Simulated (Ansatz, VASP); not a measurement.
# Cross-check of WSe2 between VASP and Ansatz

Wanted: the spread between two codes on one cell, functional and k mesh. The cell is taken from a series of runs on this material, whose earlier steps may have relaxed, scaled, displaced or heated it; both programs get it as it stands. Other levels of theory on this material are compared in a session of their own.

Program: Ansatz 0.2.0. Level of theory: plane waves, with VASP 6.6.1 beside it; single point at r2SCAN with rVV10 and single point at r2SCAN with D4. Results are calculated unless marked as measured.

### 1. The structure

Symmetry: P-6m2, No. 187, hexagonal system. Conventional cell: a = 3.300 Å, b = 3.300 Å, c = 16.650 Å, α = 90.00°, β = 90.00°, γ = 120.00°. Nearest to W lie 6 Se at 2.53 Å. Nearest to Se lie 3 W at 2.53 Å. Farther neighbours and most contacts between anions are not listed.

### 2. VASP: single point, r2SCAN with rVV10

With cell and atoms fixed, the geometry can't cause a difference; cores, projectors, grids and the points listed under the comparison can.

Lines of VASP's logs that name or quote its potential files are left out, and so is its time.

INCAR

```
SYSTEM = WSe2
PREC = Accurate
ENCUT = 660
EDIFF = 1E-06
NELM = 120
ISMEAR = 0
SIGMA = 0.01
LREAL = .FALSE.
ALGO = Normal
METAGGA = R2SCAN
LUSE_VDW = .TRUE.
IVDW_NL = 2
BPARAM = 11.95
CPARAM = 0.0093
LASPH = .TRUE.
NBANDS = 15
LORBIT = 11
LWAVE = .FALSE.
LCHARG = .FALSE.
ISIF = 2
GGA_COMPAT = .FALSE.
EFERMI = MIDGAP
LMIXTAU = .TRUE.
KPAR = 2
```

POSCAR

```
WSe2
1.0
    3.2996977221      0.0000000000      0.0000000000
   -1.6498488611      2.8576220521      0.0000000000
    0.0000000000      0.0000000000     16.6497436986
W Se
1 2
Direct
    0.0000000000      0.0000000000      0.0000000000
    0.3333333333      0.6666666667      0.1000080529
    0.3333333333      0.6666666667      0.8999919471
```

KPOINTS

```
Automatic mesh
0
Gamma
12 12 2
0 0 0
```

PAW data sets: W and Se (PBE family, release 64).

Run with:

```console
> mpirun -np 2 vasp_std
```

Numbers of over 12 decimals in the logs are rounded to 6 here.

Log:

```text
[banner, memory and clock lines left out]
running    2 mpi-ranks, on    1 nodes
 distrk:  each k-point on    1 cores,    2 groups
 distr:  one band on    1 cores,    1 groups

 POSCAR found type information on POSCAR W Se
 POSCAR found :  2 types and       3 ions
|                                                                             |
|               ----> ADVICE to this user running VASP <----                  |
|                                                                             |
|     You have switched on vdW-DFT.                                           |
|     This routine was written and supplied by Jiri Klimes. We recommend      |
|     that you carefully read and cite the following publications:            |
|       J. Klimes, D.R. Bowler, A. Michelides                                 |
|          J. Phys.: Cond Matt. 22 022201 (2010)                              |
|       J. Klimes, D.R. Bowler, A. Michelides                                 |
|          Phys. Rev. B. 83, 195131 (2011)                                    |
|     and references therein.                                                 |
|                                                                             |

|                                                                             |
|               ----> ADVICE to this user running VASP <----                  |
|                                                                             |
|     You enforced a specific xc type in the INCAR file but a different       |
|     [... a line on the potential file left out ...]
|     I HOPE YOU KNOW WHAT YOU ARE DOING!                                     |
|                                                                             |

 LDA part: xc-table for (None), standard interpolation
 POSCAR, INCAR and KPOINTS ok, starting setup
 FFT: planning ... GRIDC
 FFT: planning ... GRID_SOFT
 FFT: planning ... GRID
 WAVECAR not read
 entering main loop
       N       E                     dE             d eps       ncg     rms          rms(c)
Total rVV10 correction in eV:      0.5437623    25.4157734
Total rVV10 correction in eV:      0.5437623    25.4157734
DAV:   1     0.650314956340E+02    0.65031E+02   -0.73433E+03  1140   0.111E+03
DAV:   2    -0.706882642040E+02   -0.13572E+03   -0.12562E+03  1790   0.199E+02
DAV:   3    -0.837274369864E+02   -0.13039E+02   -0.12908E+02  1581   0.672E+01
DAV:   4    -0.839499726950E+02   -0.22254E+00   -0.22223E+00  1436   0.103E+01
DAV:   5    -0.839539448917E+02   -0.39722E-02   -0.39712E-02  1532   0.126E+00    0.202E+01
Total rVV10 correction in eV:      0.5432323    25.4157792
Total rVV10 correction in eV:      0.5432323    25.4157792
DAV:   6    -0.842457247706E+02   -0.29178E+00   -0.27913E+00  1591   0.121E+01    0.889E+00
Total rVV10 correction in eV:      0.5362697    25.4171690
Total rVV10 correction in eV:      0.5362697    25.4171690
DAV:   7    -0.824520170370E+02    0.17937E+01   -0.17602E+00  1427   0.107E+01    0.585E+00
Total rVV10 correction in eV:      0.5374849    25.4165149
Total rVV10 correction in eV:      0.5374849    25.4165149
DAV:   8    -0.821001012046E+02    0.35192E+00   -0.29786E-01  1490   0.501E+00    0.483E-01
Total rVV10 correction in eV:      0.5393745    25.4161234
Total rVV10 correction in eV:      0.5393745    25.4161234
DAV:   9    -0.820738336753E+02    0.26268E-01   -0.59457E-02  1399   0.203E+00    0.642E-01
Total rVV10 correction in eV:      0.5401584    25.4159923
Total rVV10 correction in eV:      0.5401584    25.4159923
DAV:  10    -0.817876631066E+02    0.28617E+00   -0.15068E-02  1490   0.123E+00    0.478E-01
Total rVV10 correction in eV:      0.5413085    25.4158398
Total rVV10 correction in eV:      0.5413085    25.4158398
DAV:  11    -0.815272391611E+02    0.26042E+00   -0.11411E-02  1329   0.101E+00    0.457E-01
Total rVV10 correction in eV:      0.5426917    25.4157732
Total rVV10 correction in eV:      0.5426917    25.4157732
DAV:  12    -0.813490295169E+02    0.17821E+00   -0.10918E-01  1357   0.306E+00    0.112E-01
Total rVV10 correction in eV:      0.5427025    25.4157732
Total rVV10 correction in eV:      0.5427025    25.4157732
DAV:  13    -0.813489239330E+02    0.10558E-03   -0.10089E-03  1441   0.243E-01    0.121E-01
Total rVV10 correction in eV:      0.5426579    25.4157732
Total rVV10 correction in eV:      0.5426579    25.4157732
DAV:  14    -0.813455156377E+02    0.34083E-02   -0.13861E-04  1427   0.107E-01    0.123E-01
Total rVV10 correction in eV:      0.5435860    25.4157732
Total rVV10 correction in eV:      0.5435860    25.4157732
DAV:  15    -0.813320688164E+02    0.13447E-01   -0.24164E-02  1238   0.167E+00    0.214E-01
Total rVV10 correction in eV:      0.5439116    25.4157732
Total rVV10 correction in eV:      0.5439116    25.4157732
DAV:  16    -0.813283483467E+02    0.37205E-02   -0.21813E-03  1406   0.560E-01    0.276E-01
Total rVV10 correction in eV:      0.5440537    25.4157732
Total rVV10 correction in eV:      0.5440537    25.4157732
DAV:  17    -0.813305691916E+02   -0.22208E-02   -0.27058E-04  1336   0.147E-01    0.291E-01
Total rVV10 correction in eV:      0.5461520    25.4157732
Total rVV10 correction in eV:      0.5461520    25.4157732
DAV:  18    -0.813108913403E+02    0.19678E-01   -0.15607E-02  1217   0.120E+00    0.727E-01
Total rVV10 correction in eV:      0.5467396    25.4157732
Total rVV10 correction in eV:      0.5467396    25.4157732
DAV:  19    -0.813041509605E+02    0.67404E-02   -0.12903E-02  1245   0.109E+00    0.669E-01
Total rVV10 correction in eV:      0.5464342    25.4157732
Total rVV10 correction in eV:      0.5464342    25.4157732
DAV:  20    -0.812980247138E+02    0.61262E-02   -0.44996E-03  1252   0.431E-01    0.302E-01
Total rVV10 correction in eV:      0.5473903    25.4157732
Total rVV10 correction in eV:      0.5473903    25.4157732
DAV:  21    -0.812924043779E+02    0.56203E-02   -0.10823E-03  1294   0.285E-01    0.415E-01
Total rVV10 correction in eV:      0.5477529    25.4157732
Total rVV10 correction in eV:      0.5477529    25.4157732
DAV:  22    -0.812984907922E+02   -0.60864E-02   -0.71814E-04  1175   0.248E-01    0.424E-01
Total rVV10 correction in eV:      0.5471430    25.4157732
Total rVV10 correction in eV:      0.5471430    25.4157732
DAV:  23    -0.813055229765E+02   -0.70322E-02   -0.56261E-03  1231   0.630E-01    0.856E-02
Total rVV10 correction in eV:      0.5471872    25.4157732
Total rVV10 correction in eV:      0.5471872    25.4157732
DAV:  24    -0.813053548513E+02    0.16813E-03   -0.48311E-04  1273   0.249E-01    0.689E-02
Total rVV10 correction in eV:      0.5474619    25.4157732
Total rVV10 correction in eV:      0.5474619    25.4157732
DAV:  25    -0.813036363113E+02    0.17185E-02   -0.50836E-04  1217   0.234E-01    0.352E-02
Total rVV10 correction in eV:      0.5472416    25.4157732
Total rVV10 correction in eV:      0.5472416    25.4157732
DAV:  26    -0.813057254739E+02   -0.20892E-02   -0.72006E-04  1203   0.264E-01    0.519E-02
Total rVV10 correction in eV:      0.5472389    25.4157732
Total rVV10 correction in eV:      0.5472389    25.4157732
DAV:  27    -0.813056527334E+02    0.72740E-04   -0.16840E-05  1483   0.445E-02    0.578E-02
Total rVV10 correction in eV:      0.5471632    25.4157732
Total rVV10 correction in eV:      0.5471632    25.4157732
DAV:  28    -0.813059182804E+02   -0.26555E-03   -0.80254E-04  1392   0.226E-01    0.592E-02
Total rVV10 correction in eV:      0.5473092    25.4157732
Total rVV10 correction in eV:      0.5473092    25.4157732
DAV:  29    -0.813060388434E+02   -0.12056E-03   -0.31023E-04  1322   0.199E-01    0.168E-02
Total rVV10 correction in eV:      0.5473191    25.4157732
Total rVV10 correction in eV:      0.5473191    25.4157732
DAV:  30    -0.813057962504E+02    0.24259E-03   -0.14104E-04  1280   0.168E-01    0.106E-02
Total rVV10 correction in eV:      0.5473331    25.4157732
Total rVV10 correction in eV:      0.5473331    25.4157732
DAV:  31    -0.813062505803E+02   -0.45433E-03   -0.10870E-04  1280   0.118E-01    0.350E-03
Total rVV10 correction in eV:      0.5473483    25.4157732
Total rVV10 correction in eV:      0.5473483    25.4157732
DAV:  32    -0.813062484825E+02    0.20977E-05   -0.18528E-04  1161   0.132E-01    0.637E-03
Total rVV10 correction in eV:      0.5473494    25.4157732
Total rVV10 correction in eV:      0.5473494    25.4157732
DAV:  33    -0.813062453659E+02    0.31167E-05   -0.10020E-05  1371   0.429E-02    0.197E-03
Total rVV10 correction in eV:      0.5473503    25.4157732
Total rVV10 correction in eV:      0.5473503    25.4157732
DAV:  34    -0.813062520222E+02   -0.66563E-05   -0.34492E-06  1203   0.227E-02    0.341E-03
Total rVV10 correction in eV:      0.5473379    25.4157732
Total rVV10 correction in eV:      0.5473379    25.4157732
DAV:  35    -0.813061959019E+02    0.56120E-04   -0.36060E-05  1203   0.564E-02    0.303E-03
Total rVV10 correction in eV:      0.5473428    25.4157732
Total rVV10 correction in eV:      0.5473428    25.4157732
DAV:  36    -0.813062515027E+02   -0.55601E-04   -0.23263E-05  1189   0.472E-02    0.249E-03
Total rVV10 correction in eV:      0.5473442    25.4157732
Total rVV10 correction in eV:      0.5473442    25.4157732
DAV:  37    -0.813062536091E+02   -0.21064E-05   -0.94509E-07  1048   0.116E-02    0.228E-03
Total rVV10 correction in eV:      0.5473424    25.4157732
Total rVV10 correction in eV:      0.5473424    25.4157732
DAV:  38    -0.813062549589E+02   -0.13498E-05   -0.10015E-06   942   0.123E-02    0.135E-03
Total rVV10 correction in eV:      0.5473402    25.4157732
Total rVV10 correction in eV:      0.5473402    25.4157732
DAV:  39    -0.813062548782E+02    0.80651E-07   -0.44881E-07   878   0.760E-03
Total rVV10 correction in eV:      0.5473426    25.4157732
Total rVV10 correction in eV:      0.5473426    25.4157732
Total rVV10 correction in eV:      0.5473407    25.4157732
Total rVV10 correction in eV:      0.5473407    25.4157732
   1 F= -.81306255E+02 E0= -.81306255E+02  d E =0.000000E+00
```

OUTCAR, selected parts (step 2):

```text
ion  position               nearest neighbor table
   1  0.000  0.000  0.000-   2 2.53   3 2.53   2 2.53   3 2.53   2 2.53   3 2.53
   2  0.333  0.667  0.100-   1 2.53   1 2.53   1 2.53
   3  0.333  0.667  0.900-   1 2.53   1 2.53   1 2.53

  LATTYP: Found a hexagonal cell.
 ALAT       =     3.2996977221
 C/A-ratio  =     5.0458390740

 Subroutine GETGRP returns: Found 12 space group operations
 (whereof 12 operations were pure point group operations)

The static configuration has the point symmetry D_3h.

 Found     38 irreducible k-points:

   k-points           NKPTS =     38   k-points in BZ     NKDIM =     38   number of bands    NBANDS=     15

   dimension x,y,z NGX =    28 NGY =   28 NGZ =  140
   dimension x,y,z NGXF=    56 NGYF=   56 NGZF=  280

   ENCUT  =  660.0 eV  48.51 Ry    6.96 a.u.   6.91  6.91 34.88*2*pi/ulx,y,z

   NELECT =      18.0000    total number of electrons

 k-points in reciprocal lattice and weights: Automatic mesh
   0.00000000  0.00000000  0.00000000       0.003
   0.08333333  0.00000000  0.00000000       0.021
   0.16666667  0.00000000  0.00000000       0.021
   0.25000000  0.00000000  0.00000000       0.021
   0.33333333  0.00000000  0.00000000       0.021
   0.41666667  0.00000000  0.00000000       0.021
   0.50000000  0.00000000  0.00000000       0.010
   0.08333333  0.08333333  0.00000000       0.021
   0.16666667  0.08333333  0.00000000       0.042
[...]
0.33333333  0.25000000  0.50000000       0.042
   0.33333333  0.33333333  0.50000000       0.007

 average (electrostatic) potential at core
       1 -52.7548       2 -63.9434       3 -63.9434

 E-fermi :  -0.5807

 k-point     1 :       0.0000    0.0000    0.0000
  band No.  band energies     occupation
    ...
      5      -3.9426      2.00000
      6      -3.6909      2.00000
      7      -2.7665      2.00000
      8      -2.7665      2.00000
      9      -1.7381      2.00000
     10       1.7111      0.00000
     11       1.7111      0.00000
     12       1.8880      0.00000
     13       1.8880      0.00000
     14       3.4133      0.00000
    ...

 k-point     2 :       0.0833    0.0000    0.0000
  band No.  band energies     occupation
    ...
      5      -3.9567      2.00000
      6      -3.8388      2.00000
      7      -2.9477      2.00000
      8      -2.7032      2.00000
      9      -1.7764      2.00000
     10       1.4727      0.00000
     11       1.4998      0.00000
     12       1.7475      0.00000
     13       1.8970      0.00000
     14       3.6849      0.00000
    ...

 k-point     3 :       0.1667    0.0000    0.0000
  band No.  band energies     occupation
    ...
      5      -4.5193      2.00000
      6      -3.5517      2.00000
      7      -3.3737      2.00000
      8      -2.8167      2.00000
      9      -1.9722      2.00000
     10       0.8937      0.00000
     11       1.3412      0.00000
     12       1.4290      0.00000
     13       2.3156      0.00000
     14       4.1275      0.00000
    ...

  Total       -0.1011752     -0.1011752     -0.1380606      0.0000000     -0.0000000      0.0000000
  in kB       -1.0325188     -1.0325188     -1.4089439      0.0000000     -0.0000000      0.0000000
  external PRESSURE =      -1.1579938 kB  Pullay stress =       0.0000000 kB

  energy-cutoff  :      660.00
  volume of cell :      157.00
      direct lattice vectors                 reciprocal lattice vectors
     3.299697722  0.000000000  0.000000000     0.303058063  0.174970654  0.000000000
    -1.649848861  2.857622052  0.000000000     0.000000000  0.349941308  0.000000000
     0.000000000  0.000000000 16.649743699     0.000000000  0.000000000  0.060060985

 POSITION                                       TOTAL-FORCE (eV/Angst)
 -----------------------------------------------------------------------------------
      0.00000      0.00000      0.00000         0.000000      0.000000      0.000000
     -0.00000      1.90508      1.66511         0.000000      0.000000     -0.034511
     -0.00000      1.90508     14.98464        -0.000000     -0.000000      0.034511
 -----------------------------------------------------------------------------------
    total drift:                                0.000000     -0.000000     -0.000000

  FREE ENERGIE OF THE ION-ELECTRON SYSTEM (eV)
  ---------------------------------------------------
  free  energy   TOTEN  =       -81.3062548782 eV

  energy  without entropy=      -81.3062548782  energy(sigma->0) =      -81.30625488

 total charge
# of ion       s       p       d       tot
------------------------------------------
    1        0.512   0.628   4.178   5.318
    2        1.472   2.397   0.069   3.938
    3        1.472   2.397   0.069   3.938
--------------------------------------------------
tot          3.456   5.422   4.316  13.194

[... 3 further parts left out ...]
```

The run ends at a pressure of -0.12 GPa, with forces up to 0.035 eV/Å.

[end of part 1 of 2]

[Lines on the potential files, build, host, timing and source positions are cut from VASP's logs without a mark.]

[Logs are printed without paths, hosts, clocks, repeated set-up lines and the standing remarks that a program may print on its own settings, such as how far it seeks lower states.]

[Hosts, paths, dates, database ids (printed as entryN), source tags and the programs' standing remarks are cut or masked in the printed files.]
